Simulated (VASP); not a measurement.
Computed with HSE06 screened hybrid, VASP's PBE PAW potentials (set 64) (plane waves; VASP).

VASP input:

### KPOINTS
```
Automatic mesh
0
Gamma
1 1 1
0 0 0
```

File POSCAR:
```
AlC31Si32
1
    8.7583314355     0.0000000000     0.0000000000
    0.0000000000     8.7583314355     0.0000000000
    0.0000000000     0.0000000000     8.7583314355
Si C Al
32 31 1
Direct
  0.4977136698   0.9977645111   0.9977600620
  0.7514470899   0.2485699176   0.9983901728
  0.7516890878   0.9986731381   0.2482562144
  0.9997114213   0.0004019152   0.0001818636
  0.2482501217   0.2466333378   0.9975510815
  0.4996369462   0.5006251127   0.9982289686
  0.7536244514   0.7519020039   0.9973399776
  0.2479513186   0.9971975593   0.2464883598
  0.4764521045   0.2242978055   0.2243887844
  0.7734785195   0.5224488767   0.2259656313
  0.4993976054   0.9984371439   0.5002797621
  0.7759876869   0.2243933671   0.5244354895
  0.7533746042   0.9974061366   0.7516452147
  0.0020953808   0.5023211961   0.9982894953
  0.2511591701   0.7487661447   0.0004609096
  0.0013454815   0.2487937611   0.2483487255
  0.2501135707   0.5004547018   0.2479708413
  0.4996867109   0.7506491764   0.2477386086
  0.0022818039   0.9979062605   0.5019476187
  0.2494471064   0.2479905138   0.5004760259
  0.4665190581   0.5342508261   0.5347983499
  0.7522499931   0.7506966496   0.5004281702
  0.2511929999   0.0005062734   0.7486424434
  0.4991960749   0.2479521045   0.7506490170
  0.7525026603   0.5009339795   0.7506129874
  0.0025596685   0.7513330116   0.2466173806
  0.0017066719   0.5007034437   0.5002171349
  0.2481624481   0.7519992154   0.5022060106
  0.0027412926   0.2467805183   0.7517500904
  0.2474902222   0.5024280045   0.7523959477
  0.4978423947   0.7523788281   0.7522670720
  0.9996982278   0.7489824300   0.7485799478
  0.6275314170   0.1196598647   0.1193959928
  0.8795992461   0.3728493687   0.1200567096
  0.8801667392   0.1201785250   0.3723582248
  0.1250210163   0.1242100057   0.1240984898
  0.3710998830   0.3760095769   0.1188591135
  0.6241133453   0.6294043362   0.1188162078
  0.8761763938   0.8748127201   0.1241044858
  0.3703657118   0.1188298410   0.3759012464
  0.8805347156   0.6289711463   0.3758617754
  0.6236292884   0.1191197833   0.6292934278
  0.8812609836   0.3764857398   0.6292445004
  0.8758842899   0.1242403866   0.8746504786
  0.1259134067   0.6247965629   0.1242556484
  0.3749198860   0.8743845169   0.1239446295
  0.1260914438   0.3745898317   0.3742723291
  0.3700336288   0.6306341134   0.3712066924
  0.6257650633   0.8743488841   0.3742506748
  0.1255970363   0.1241148426   0.6248190468
  0.3688635442   0.3712552635   0.6310845625
  0.6293368091   0.6313825261   0.6311554000
  0.8761466189   0.8746263129   0.6247589584
  0.3748613657   0.1239386318   0.8744496806
  0.6256859076   0.3746256486   0.8737967358
  0.8764246771   0.6252193937   0.8745128337
  0.1246919037   0.8748231872   0.3744416814
  0.1248771081   0.6250484337   0.6247840923
  0.3751292360   0.8752655906   0.6248819168
  0.1245591857   0.3745732169   0.8756953929
  0.3749866011   0.6250623302   0.8751281302
  0.6255467805   0.8753090485   0.8753525759
  0.1254871270   0.8746469972   0.8744565821
  0.6164170771   0.3805985085   0.3836784247
```

### INCAR
```
SYSTEM  =  AlC31Si32
PREC  =  Normal; ENCUT  =  400; LREAL  =  Auto
LASPH  =  .TRUE.; ISYM  =  0
EDIFF  =  1E-5; NELM  =  50; NELMIN  =  4
ALGO  =  Normal
ISMEAR  =  0; SIGMA  =  0.05
GGA  =  PE; LHFCALC  =  .TRUE.; AEXX  =  0.25
HFSCREEN  =  0.2; PRECFOCK  =  Fast
ISPIN  =  2; MAGMOM  =  64*0.0156; NUPDOWN  =  1
ISIF  =  0
LWAVE  =  .FALSE.; LCHARG  =  .FALSE.; LORBIT  =  10
```

POTCAR, in this order: Si C Al (PBE.64 set). Program: vasp_gam. Read from the step before: WAVECAR.

The resulting files:

File OSZICAR:
```
       N       E                     dE             d eps       ncg     rms          rms(c)
DAV:   1    -0.541588178449E+03   -0.54159E+03   -0.10042E+01   640   0.792E+00    0.172E+01
DAV:   2    -0.541664878124E+03   -0.76700E-01   -0.31387E-01   696   0.129E+00    0.132E+01
DAV:   3    -0.541649143612E+03    0.15735E-01   -0.18389E-02   760   0.320E-01    0.823E+00
DAV:   4    -0.541643403109E+03    0.57405E-02   -0.48390E-03   728   0.150E-01    0.482E+00
DAV:   5    -0.541641534101E+03    0.18690E-02   -0.11136E-03   720   0.740E-02    0.280E+00
DAV:   6    -0.541640890077E+03    0.64402E-03   -0.38753E-04   728   0.475E-02    0.160E+00
DAV:   7    -0.541640684633E+03    0.20544E-03   -0.13197E-04   736   0.282E-02    0.910E-01
DAV:   8    -0.541640619005E+03    0.65628E-04   -0.29587E-05   568   0.142E-02    0.521E-01
DAV:   9    -0.541640599239E+03    0.19766E-04   -0.11540E-05   432   0.946E-03    0.299E-01
DAV:  10    -0.541640594466E+03    0.47728E-05   -0.42108E-06   400   0.566E-03
   1 F= -.54164059E+03 E0= -.54164059E+03  d E =-.743117E-12  mag=     1.0000
```

File OUTCAR:
```
------------------------ aborting loop because EDIFF is reached ----------------------------------------
  volume of cell :      671.84
      direct lattice vectors                 reciprocal lattice vectors
     8.758331436  0.000000000  0.000000000     0.114176999  0.000000000  0.000000000
     0.000000000  8.758331436  0.000000000     0.000000000  0.114176999  0.000000000
     0.000000000  0.000000000  8.758331436     0.000000000  0.000000000  0.114176999
  FREE ENERGIE OF THE ION-ELECTRON SYSTEM (eV)
  ---------------------------------------------------
  free  energy   TOTEN  =      -541.6405944659 eV

  energy  without entropy=     -541.6405944659  energy(sigma->0) =     -541.64059447

  exchange ACFDT corr.  =         0.00000000  see jH, gK, PRB 81, 115126

 total charge

# of ion       s       p       d       tot
------------------------------------------
    1        0.709   0.988   0.000   1.697
    2        0.705   0.974   0.000   1.679
    3        0.705   0.974   0.000   1.679
    4        0.706   0.980   0.000   1.686
    5        0.709   0.985   0.000   1.694
    6        0.706   0.974   0.000   1.680
    7        0.709   0.986   0.000   1.695
    8        0.709   0.984   0.000   1.694
    9        0.738   1.021   0.000   1.758
   10        0.738   1.017   0.000   1.755
   11        0.705   0.974   0.000   1.680
   12        0.738   1.019   0.000   1.757
   13        0.709   0.983   0.000   1.692
   14        0.709   0.988   0.000   1.697
   15        0.706   0.980   0.000   1.685
   16        0.705   0.974   0.000   1.679
   17        0.705   0.974   0.000   1.679
   18        0.705   0.974   0.000   1.679
   19        0.709   0.987   0.000   1.695
   20        0.705   0.974   0.000   1.679
   21        0.732   1.047   0.000   1.779
   22        0.705   0.974   0.000   1.679
   23        0.706   0.980   0.000   1.685
   24        0.705   0.974   0.000   1.679
   25        0.705   0.974   0.000   1.679
   26        0.709   0.985   0.000   1.695
   27        0.706   0.975   0.000   1.680
   28        0.707   0.978   0.000   1.685
   29        0.709   0.984   0.000   1.693
   30        0.707   0.978   0.000   1.686
   31        0.707   0.979   0.000   1.686
   32        0.706   0.980   0.000   1.685
   33        0.841   1.718   0.000   2.559
   34        0.841   1.717   0.000   2.558
   35        0.841   1.716   0.000   2.557
   36        0.836   1.725   0.000   2.562
   37        0.843   1.709   0.000   2.552
   38        0.843   1.710   0.000   2.553
   39        0.836   1.725   0.000   2.562
   40        0.843   1.708   0.000   2.551
   41        0.843   1.710   0.000   2.553
   42        0.843   1.707   0.000   2.551
   43        0.843   1.709   0.000   2.552
   44        0.836   1.725   0.000   2.561
   45        0.837   1.726   0.000   2.563
   46        0.837   1.725   0.000   2.562
   47        0.843   1.698   0.000   2.542
   48        0.843   1.706   0.000   2.549
   49        0.843   1.698   0.000   2.541
   50        0.837   1.725   0.000   2.562
   51        0.843   1.706   0.000   2.549
   52        0.843   1.709   0.000   2.552
   53        0.837   1.725   0.000   2.562
   54        0.837   1.725   0.000   2.562
   55        0.843   1.698   0.000   2.541
   56        0.837   1.726   0.000   2.563
   57        0.850   1.711   0.000   2.561
   58        0.837   1.722   0.000   2.559
   59        0.837   1.722   0.000   2.559
   60        0.850   1.712   0.000   2.562
   61        0.837   1.722   0.000   2.559
   62        0.850   1.713   0.000   2.563
   63        0.840   1.694   0.000   2.534
   64        0.609   0.489   0.000   1.098
--------------------------------------------------
tot         49.416  85.149   0.000 134.565

 magnetization (x)

# of ion       s       p       d       tot
------------------------------------------
    1        0.001   0.003   0.000   0.005
    2       -0.000   0.000   0.000  -0.000
    3       -0.000  -0.000   0.000  -0.000
    4       -0.000  -0.001   0.000  -0.001
    5        0.000   0.005   0.000   0.006
    6       -0.001  -0.002   0.000  -0.003
    7        0.000   0.005   0.000   0.005
    8        0.001   0.006   0.000   0.007
    9        0.008   0.088   0.000   0.097
   10        0.009   0.089   0.000   0.098
   11       -0.001  -0.002   0.000  -0.003
   12        0.008   0.090   0.000   0.099
   13        0.001   0.006   0.000   0.007
   14        0.001   0.003   0.000   0.004
   15       -0.000  -0.001   0.000  -0.001
   16       -0.000   0.000   0.000  -0.000
   17        0.000   0.001   0.000   0.001
   18        0.000   0.001   0.000   0.001
   19        0.002   0.004   0.000   0.005
   20        0.000   0.001   0.000   0.001
   21       -0.006  -0.077   0.000  -0.083
...
```
(Selected blocks of OUTCAR.)

The supercell is sampled at Γ alone, which is coarse: total energies, pressure and levels can be off, energies of defects by several tenths of an eV.

The cell is a supercell with a defect, built from SiC (zinc blende): Al_C. The cell's shape comes from a PBE relaxation.
